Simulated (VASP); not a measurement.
**LiCl: structure and properties in VASP**

Wanted: the relaxed cell of LiCl and its properties. The steps: relaxing cell and atoms (LDA), second relaxation, single point with fields (LDA), bands along the symmetry lines (LDA), density of states (LDA), response to an electric field (LDA), volume scan with LDA and fit for LDA. The start is a cell from a database of measured crystal structures.

Main program and level: VASP 6.6.1; LDA; plane waves and PAW (Li_sv, Cl).

The database entry behind the starting cell differs from later determinations by our own check (0.1 to 0.3 % short, probably kX units), so it need not match the best structure at ambient conditions.

## (1) The structure

Before any relaxation, the start is as follows. The structure is cubic, space group Fm-3m (No. 225). The conventional cell has a = 5.130 Å, b = 5.130 Å, c = 5.130 Å, α = 90.00°, β = 90.00°, γ = 90.00°. Li has 6 Cl at 2.56 Å nearest. Nearest to Cl lie 6 Li at 2.56 Å. Farther neighbours and most contacts between anions are not listed.

As a file:

```xyz
2
Lattice="0.0000 2.5648 2.5648 2.5648 0.0000 2.5648 2.5648 2.5648 0.0000" Properties=species:S:1:pos:R:3 pbc="T T T"
Li    0.0000    0.0000    0.0000
Cl    2.5648    2.5648    2.5648
```

## (2) Relaxing cell and atoms (LDA)

Properties are meant for the cell that this level of theory prefers, so cell and atoms are relaxed first (ISIF = 3) until forces and stress are small; EDIFFG sets the threshold. LDA, the lowest rung, knows the local density alone.

The input, INCAR:

```
SYSTEM = LiCl
PREC = Accurate
ENCUT = 650
EDIFF = 1E-06
NELM = 100
ISMEAR = 0
SIGMA = 0.05
LREAL = .FALSE.
ALGO = Normal
GGA = CA
NBANDS = 11
LORBIT = 11
LWAVE = .FALSE.
LCHARG = .FALSE.
KPAR = 2
IBRION = 2
NSW = 60
ISIF = 3
EDIFFG = -0.01
```

The input, POSCAR:

```
LiCl
1.0
    0.0000000000      2.5647700000      2.5647700000
    2.5647700000      0.0000000000      2.5647700000
    2.5647700000      2.5647700000      0.0000000000
Li Cl
1 1
Direct
    0.0000000000      0.0000000000      0.0000000000
    0.5000000000      0.5000000000      0.5000000000
```

The input, KPOINTS:

```
Automatic mesh
0
Gamma
8 8 8
0 0 0
```

Potentials, in the order of the species: Li_sv and Cl (LDA family, release 64).

On the command line:

```bash
mpirun -np 2 vasp_std
```

The program printed:

```text
[banner, memory and clock lines left out]
running    2 mpi-ranks, on    1 nodes
 distrk:  each k-point on    1 cores,    2 groups
 distr:  one band on    1 cores,    1 groups

 POSCAR found type information on POSCAR LiCl
 POSCAR found :  2 types and       2 ions
 LDA part: xc-table for (Slater(with rela. corr.)+CA(PZ))
 , standard interpolation
 POSCAR, INCAR and KPOINTS ok, starting setup
 FFT: planning ... GRIDC
 FFT: planning ... GRID_SOFT
 FFT: planning ... GRID
 WAVECAR not read
 entering main loop
       N       E                     dE             d eps       ncg     rms          rms(c)
DAV:   1     0.481881185999E+02    0.48188E+02   -0.47610E+03   638   0.971E+02
DAV:   2    -0.476482451204E+01   -0.52953E+02   -0.48933E+02   797   0.164E+02
DAV:   3    -0.804854535307E+01   -0.32837E+01   -0.32715E+01   841   0.425E+01
DAV:   4    -0.813697711553E+01   -0.88432E-01   -0.88356E-01   912   0.692E+00
DAV:   5    -0.813787789724E+01   -0.90078E-03   -0.90077E-03   854   0.704E-01    0.235E+00
DAV:   6    -0.806883490791E+01    0.69043E-01   -0.13225E-01   834   0.172E+00    0.162E+00
DAV:   7    -0.806113074134E+01    0.77042E-02   -0.31252E-02   981   0.934E-01    0.808E-01
DAV:   8    -0.806094752330E+01    0.18322E-03   -0.25639E-03   900   0.366E-01    0.126E-01
DAV:   9    -0.806092766507E+01    0.19858E-04   -0.12803E-04   840   0.828E-02    0.320E-02
DAV:  10    -0.806093763985E+01   -0.99748E-05   -0.97004E-06   755   0.233E-02    0.104E-02
DAV:  11    -0.806093743200E+01    0.20785E-06   -0.15604E-06   660   0.874E-03
   1 F= -.80609374E+01 E0= -.80609374E+01  d E =-.806094E+01
 curvature:   0.00 expect dE= 0.000E+00 dE for cont linesearch  0.000E+00
 trial: gam= 0.00000 g(F)=  0.523E-61 g(S)=  0.353E-01 ort = 0.000E+00 (trialstep = 0.100E+01)
 search vector abs. value=  0.353E-01
 bond charge predicted
       N       E                     dE             d eps       ncg     rms          rms(c)
DAV:   1    -0.822266988296E+01   -0.16173E+00   -0.24800E+00   638   0.103E+01    0.246E+00
DAV:   2    -0.810255042073E+01    0.12012E+00   -0.28899E-01   753   0.324E+00    0.819E-01
DAV:   3    -0.808935126713E+01    0.13199E-01   -0.51908E-02   710   0.131E+00    0.539E-01
DAV:   4    -0.808831030244E+01    0.10410E-02   -0.13959E-03  1082   0.273E-01    0.827E-02
DAV:   5    -0.808824756386E+01    0.62739E-04   -0.23662E-04   823   0.962E-02    0.259E-02
DAV:   6    -0.808824619231E+01    0.13715E-05   -0.46561E-06   785   0.186E-02    0.146E-02
DAV:   7    -0.808824597902E+01    0.21330E-06   -0.14604E-06   519   0.868E-03
   2 F= -.80882460E+01 E0= -.80882460E+01  d E =-.273085E-01
[...]
3 F= -.80973839E+01 E0= -.80973839E+01  d E =-.364464E-01
 curvature:  -1.00 expect dE=-0.893E-04 dE for cont linesearch -0.893E-04
 ZBRENT: extrapolating
 opt :   1.9459  next Energy=    -8.097465 (dE=-0.365E-01)
 bond charge predicted
       N       E                     dE             d eps       ncg     rms          rms(c)
DAV:   1    -0.809861214936E+01   -0.12273E-02   -0.20953E-02   638   0.942E-01    0.221E-01
DAV:   2    -0.809761728402E+01    0.99487E-03   -0.23649E-03   766   0.298E-01    0.762E-02
DAV:   3    -0.809749932401E+01    0.11796E-03   -0.44740E-04   713   0.121E-01    0.473E-02
DAV:   4    -0.809749084297E+01    0.84810E-05   -0.11773E-05  1076   0.252E-02    0.727E-03
DAV:   5    -0.809749034359E+01    0.49938E-06   -0.18996E-06   582   0.889E-03
   4 F= -.80974903E+01 E0= -.80974903E+01  d E =-.365529E-01
 curvature:  -0.90 expect dE=-0.764E-06 dE for cont linesearch -0.764E-06
 trial: gam=-0.00487 g(F)=  0.165E-60 g(S)=  0.846E-06 ort = 0.173E-03 (trialstep = 0.119E+01)
 search vector abs. value=  0.120E-09
 reached required accuracy - stopping structural energy minimisation
```

The job ended after 17 s (2 MPI ranks of Intel Xeon Platinum 8488C (Sapphire Rapids), shared host; peak memory 0.28 GiB; 31 s of CPU time).

Lines that name or quote the potential files are left out of all logs, and their timing lines are given in words.

OUTCAR, selected parts (step 2):

```text
ion  position               nearest neighbor table
   1  0.000  0.000  0.000-   2 2.56   2 2.56   2 2.56   2 2.56   2 2.56   2 2.56
   2  0.500  0.500  0.500-   1 2.56   1 2.56   1 2.56   1 2.56   1 2.56   1 2.56

  LATTYP: Found a face centered cubic cell.
 ALAT       =     5.1295400000

 Subroutine GETGRP returns: Found 48 space group operations
 (whereof 48 operations were pure point group operations)

The static configuration has the point symmetry O_h .

 Found     29 irreducible k-points:

   k-points           NKPTS =     29   k-points in BZ     NKDIM =     29   number of bands    NBANDS=     11

   dimension x,y,z NGX =    30 NGY =   30 NGZ =   30
   dimension x,y,z NGXF=    60 NGYF=   60 NGZF=   60

   ENCUT  =  650.0 eV  47.77 Ry    6.91 a.u.   7.54  7.54  7.54*2*pi/ulx,y,z

   NELECT =      10.0000    total number of electrons

 k-points in reciprocal lattice and weights: Automatic mesh
   0.00000000  0.00000000  0.00000000       0.002
   0.12500000  0.00000000  0.00000000       0.016
   0.25000000  0.00000000  0.00000000       0.016
   0.37500000  0.00000000  0.00000000       0.016
   0.50000000  0.00000000  0.00000000       0.008
   0.12500000  0.12500000  0.00000000       0.012
   0.25000000  0.12500000  0.00000000       0.047
   0.37500000  0.12500000  0.00000000       0.047
   0.50000000  0.12500000  0.00000000       0.047
[...]
-0.37500000  0.50000000  0.12500000       0.023
  -0.25000000  0.50000000  0.25000000       0.012

 average (electrostatic) potential at core
       1 -63.9034       2 -95.9427

 E-fermi :   1.4810

 k-point     1 :       0.0000    0.0000    0.0000
  band No.  band energies     occupation
      1     -41.0685      2.00000
      2     -12.4470      2.00000
      3       1.2635      2.00000
      4       1.2635      2.00000
      5       1.2635      2.00000
      6       7.8864      0.00000
      7      13.0782      0.00000
      8      13.0782      0.00000
      9      13.0782      0.00000
     10      15.9506      0.00000
    ...

 k-point     2 :       0.1250    0.0000    0.0000
  band No.  band energies     occupation
      1     -41.0678      2.00000
      2     -12.3522      2.00000
      3       0.6406      2.00000
      4       1.2135      2.00000
      5       1.2135      2.00000
      6       8.3451      0.00000
      7      12.3010      0.00000
      8      13.0077      0.00000
      9      13.0077      0.00000
     10      14.3727      0.00000
    ...

 k-point     3 :       0.2500    0.0000    0.0000
  band No.  band energies     occupation
      1     -41.0659      2.00000
      2     -12.1072      2.00000
      3      -0.6007      2.00000
      4       1.1007      2.00000
      5       1.1007      2.00000
      6       8.5202      0.00000
      7      11.7948      0.00000
      8      11.7948      0.00000
      9      12.4536      0.00000
     10      15.2851      0.00000
    ...

  Total       -0.0034185     -0.0034185     -0.0034185      0.0000000      0.0000000      0.0000000
  in kB       -0.1793863     -0.1793863     -0.1793863      0.0000000      0.0000000      0.0000000
  external PRESSURE =      -0.1793863 kB  Pullay stress =       0.0000000 kB

  energy-cutoff  :      650.00
  volume of cell :       30.53
      direct lattice vectors                 reciprocal lattice vectors
    -0.000000000  2.480715690  2.480715690    -0.201554738  0.201554738  0.201554738
     2.480715690 -0.000000000  2.480715690     0.201554738 -0.201554738  0.201554738
     2.480715690  2.480715690 -0.000000000     0.201554738  0.201554738 -0.201554738

 POSITION                                       TOTAL-FORCE (eV/Angst)
 -----------------------------------------------------------------------------------
      2.48072      4.96143      2.48072         0.000000     -0.000000     -0.000000
      2.48072      2.48072      2.48072        -0.000000      0.000000      0.000000
 -----------------------------------------------------------------------------------
    total drift:                                0.000000      0.000000      0.000000

  FREE ENERGIE OF THE ION-ELECTRON SYSTEM (eV)
  ---------------------------------------------------
  free  energy   TOTEN  =        -8.0974903436 eV

  energy  without entropy=       -8.0974903436  energy(sigma->0) =       -8.09749034

 reached required accuracy - stopping structural energy minimisation

 total charge
# of ion       s       p       d       tot
------------------------------------------
    1        2.010   0.057   0.000   2.067
    2        1.585   3.579   0.000   5.164
--------------------------------------------------
tot          3.596   3.636   0.000   7.231

[... 3 further parts left out ...]
```

The gap is read on the k-mesh alone, so it is an upper bound where the band edges lie off the mesh. After so large a change of volume the plane waves of the start cell no longer fit, so the final stress carries a basis-set error. The run keeps the 48 symmetry operations of its start, so it cannot find a distortion of lower symmetry.

Relaxation path:

```
step  energy less that of the first step (eV)  largest force (eV/Å)  pressure (GPa)  volume (Å³)
   1                                   0.0000                0.0000           -3.32        33.74
   2                                  -0.0273                0.0000           -1.83        32.07
   3                                  -0.0364                0.0000           -0.18        30.68
   4                                  -0.0366                0.0000           -0.02        30.53
```

```csv
"conventional cell, symmetrised",before,after,change
a (Å),5.130,4.961,-3.3 %
b (Å),5.130,4.961,-3.3 %
c (Å),5.130,4.961,-3.3 %
volume (Å³/atom),16.87,15.27,-9.5 %
```

Final coordinates:

```xyz
2
Lattice="0.0000 2.4807 2.4807 2.4807 0.0000 2.4807 2.4807 2.4807 0.0000" Properties=species:S:1:pos:R:3 pbc="T T T"
Li    0.0000    0.0000    0.0000
Cl    2.4807    2.4807    2.4807
```

This step gave:

```yaml
electrons: 10
bands: 11
irreducible_k_points: 29
symmetry_operations: 48
free_energy_toten: -8.097 eV
fermi_energy: 1.481 eV
pressure: -0.01794 GPa
metallic: no
valence_top_at_k: 0, 0, 0
conduction_bottom_at_k: 0.5, 0, 0
least_direct_gap_at_k: 0, 0, 0
scf_cycles_over_all_ionic_steps: 29
gap_on_the_k_mesh: 6.515 eV
least_direct_gap_on_the_k_mesh: 6.623 eV
```

It ends with forces that vanish by symmetry and a pressure of -0.02 GPa. The volume lies -9.5 % from that of the database's start, which holds the thermal and zero-point expansion of its experiment. LDA is known to overbind.

## (3) Second relaxation

The basis stayed that of the start cell while the cell moved. A rerun from the cell reached resets it; the error of the finite cutoff stays.

INCAR is that of step 2.

The input, POSCAR:

```
LiCl
1.0
    0.0000000000      2.4807156903      2.4807156903
    2.4807156903      0.0000000000      2.4807156903
    2.4807156903      2.4807156903      0.0000000000
Li Cl
1 1
Direct
    0.0000000000      0.0000000000      0.0000000000
    0.5000000000      0.5000000000      0.5000000000
```

KPOINTS is that of step 2.

On the command line:

```bash
mpirun -np 2 vasp_std
```

The program printed:

```text
[... set-up lines as in an earlier step ...]
 entering main loop
       N       E                     dE             d eps       ncg     rms          rms(c)
DAV:   1     0.416020132304E+02    0.41602E+02   -0.49584E+03   638   0.998E+02
DAV:   2    -0.552130892742E+01   -0.47123E+02   -0.44482E+02   808   0.155E+02
DAV:   3    -0.811759783951E+01   -0.25963E+01   -0.25869E+01   848   0.387E+01
DAV:   4    -0.816445027854E+01   -0.46852E-01   -0.46822E-01   869   0.544E+00
DAV:   5    -0.816531135711E+01   -0.86108E-03   -0.86100E-03   864   0.636E-01    0.253E+00
DAV:   6    -0.810312819346E+01    0.62183E-01   -0.11109E-01   818   0.163E+00    0.175E+00
DAV:   7    -0.809561987332E+01    0.75083E-02   -0.30476E-02   927   0.943E-01    0.835E-01
DAV:   8    -0.809545517160E+01    0.16470E-03   -0.25242E-03   907   0.356E-01    0.119E-01
DAV:   9    -0.809543329694E+01    0.21875E-04   -0.10681E-04   784   0.744E-02    0.249E-02
DAV:  10    -0.809544033316E+01   -0.70362E-05   -0.70613E-06   814   0.209E-02    0.698E-03
DAV:  11    -0.809544021534E+01    0.11782E-06   -0.90593E-07   478   0.716E-03
   1 F= -.80954402E+01 E0= -.80954402E+01  d E =-.809544E+01
 curvature:   0.00 expect dE= 0.000E+00 dE for cont linesearch  0.000E+00
 trial: gam= 0.00000 g(F)=  0.255E-60 g(S)=  0.729E-06 ort = 0.000E+00 (trialstep = 0.100E+01)
 search vector abs. value=  0.729E-06
 reached required accuracy - stopping structural energy minimisation
```

It took 9.4 s on 2 MPI ranks; peak memory 0.26 GiB.

Parts of OUTCAR (step 3):

```text
  LATTYP: Found a face centered cubic cell.
 ALAT       =     4.9614313806

The static configuration has the point symmetry O_h .

 Found     29 irreducible k-points:

   ENCUT  =  650.0 eV  47.77 Ry    6.91 a.u.   7.29  7.29  7.29*2*pi/ulx,y,z

   NELECT =      10.0000    total number of electrons

 E-fermi :   1.4809

 k-point     1 :       0.0000    0.0000    0.0000
  band No.  band energies     occupation
      1     -41.0697      2.00000
      2     -12.4464      2.00000
      3       1.2638      2.00000
      4       1.2638      2.00000
      5       1.2638      2.00000
      6       7.8886      0.00000
      7      13.0784      0.00000
      8      13.0784      0.00000
      9      13.0784      0.00000
     10      15.9509      0.00000
    ...

 k-point     2 :       0.1250    0.0000    0.0000
  band No.  band energies     occupation
      1     -41.0690      2.00000
      2     -12.3516      2.00000
      3       0.6411      2.00000
      4       1.2138      2.00000
      5       1.2138      2.00000
      6       8.3471      0.00000
      7      12.3014      0.00000
      8      13.0078      0.00000
      9      13.0078      0.00000
     10      14.3728      0.00000
    ...

  Total       -0.0031748     -0.0031748     -0.0031748      0.0000000     -0.0000000      0.0000000
  in kB       -0.1665985     -0.1665985     -0.1665985      0.0000000     -0.0000000      0.0000000
  external PRESSURE =      -0.1665985 kB  Pullay stress =       0.0000000 kB

  energy-cutoff  :      650.00
  volume of cell :       30.53
      direct lattice vectors                 reciprocal lattice vectors
     0.000000000  2.480715690  2.480715690    -0.201554738  0.201554738  0.201554738
     2.480715690  0.000000000  2.480715690     0.201554738 -0.201554738  0.201554738
     2.480715690  2.480715690  0.000000000     0.201554738  0.201554738 -0.201554738

 POSITION                                       TOTAL-FORCE (eV/Angst)
 -----------------------------------------------------------------------------------
      0.00000      0.00000      0.00000         0.000000      0.000000      0.000000
      2.48072      2.48072      2.48072        -0.000000     -0.000000     -0.000000
 -----------------------------------------------------------------------------------
    total drift:                               -0.000000     -0.000000      0.000000

  FREE ENERGIE OF THE ION-ELECTRON SYSTEM (eV)
  ---------------------------------------------------
  free  energy   TOTEN  =        -8.0954402153 eV

  energy  without entropy=       -8.0954402153  energy(sigma->0) =       -8.09544022

[... 6 parts as in an earlier step ...]

[... 6 further parts left out ...]
```

Little changed from the start: no atom moved by 0.005 Å and no cell edge by 0.1 %.

Numbers from this step:

| Item | Value |
| --- | --- |
| free energy (TOTEN) | -8.095 eV |
| pressure | -0.01666 GPa |
| SCF cycles over all ionic steps | 11 |
| least direct gap on the k-mesh | 6.625 eV |

It ends with forces that vanish by symmetry and a pressure of -0.02 GPa. The volume moved by under 0.01 %: the run met its threshold at the first step.

(Part 1 of 5 ends here.)

[Lines on the potential files, build, host, timing and source positions are cut from VASP's logs without a mark.]

[Logs are printed without paths, hosts, clocks, repeated set-up lines and the standing remarks that a program may print on its own settings, such as how far it seeks lower states.]

[Hosts, paths, dates, database ids (printed as entryN), source tags and the programs' standing remarks are cut or masked in the printed files.]

[Measured values are set beside computed ones only where the two were judged alike; some that the calculation misses by far are left out.]
